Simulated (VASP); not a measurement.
Input for VASP

**INCAR**
```
SYSTEM = NiAl
PREC = Accurate
ENCUT = 400
EDIFF = 1E-6
NELM = 100
ALGO = Normal
LREAL = .FALSE.
LASPH = .TRUE.
ISMEAR = 1
SIGMA = 0.1
GGA = PE
LMAXMIX = 4
LWAVE = .FALSE.
LCHARG = .FALSE.
ISIF = 2
ICHARG = 11
```

**KPOINTS**
```
Automatic mesh
0
Gamma
9 9 9
0 0 0
```

### POSCAR
```
NiAl
1
    2.9478000000     0.0000000000     0.0000000000
    0.0000000000     2.9478000000     0.0000000000
    0.0000000000     0.0000000000     2.9478000000
Al Ni
1 1
Direct
  0.5000000000   0.5000000000   0.5000000000
  0.0000000000   0.0000000000   0.0000000000
```

POTCAR, in this order: Al Ni (PBE.64 set). Program: vasp_std.

Output of the run:

**standard output**
```
 POSCAR found type information on POSCAR AlNi
 POSCAR found :  2 types and       2 ions
 Reading from existing POTCAR
 Reading from existing POTCAR
 LDA part: xc-table for (Slater+PW92), standard interpolation
 WARNING: stress and forces are not correct
 POSCAR, INCAR and KPOINTS ok, starting setup
 WAVECAR not read
 WARNING: CHGCAR is incomplete

 -----------------------------------------------------------------------------
|                                                                             |
|     EEEEEEE  RRRRRR   RRRRRR   OOOOOOO  RRRRRR      ###     ###     ###     |
|     E        R     R  R     R  O     O  R     R     ###     ###     ###     |
|     E        R     R  R     R  O     O  R     R     ###     ###     ###     |
|     EEEEE    RRRRRR   RRRRRR   O     O  RRRRRR       #       #       #      |
|     E        R   R    R   R    O     O  R   R                               |
|     E        R    R   R    R   O     O  R    R      ###     ###     ###     |
|     EEEEEEE  R     R  R     R  OOOOOOO  R     R     ###     ###     ###     |
|                                                                             |
|     ICHARG>10                                                               |
|                                                                             |
|       ---->  I REFUSE TO CONTINUE WITH THIS SICK JOB ... BYE!!! <----       |
|                                                                             |
 -----------------------------------------------------------------------------
```

Q: From input and log, find the fault in this run and mend it.

A: The cause: ICHARG = 11 asks for a fixed density, but there is no CHGCAR. VASP stops with an error: ERROR: charge density could not be read from file CHGCAR for ICHARG>10 ----> I REFUSE TO CONTINUE WITH THIS SICK JOB ... BYE!!! <---- To mend it, run self-consistently first and keep its CHGCAR, or remove ICHARG. The plain static run on this cell (PBE GGA, plane waves, VASP's PBE PAW potentials (set 64)) converges, and its OSZICAR ends with
```
   1 F= -.10497615E+02 E0= -.10497751E+02  d E =0.407149E-03
```

The compound is NiAl in the CsCl type structure. The cell was not relaxed at this level. The run is not spin-polarised, so no magnetic state was tried. The electron count is odd and the run is not spin-polarised, which forces a metal.
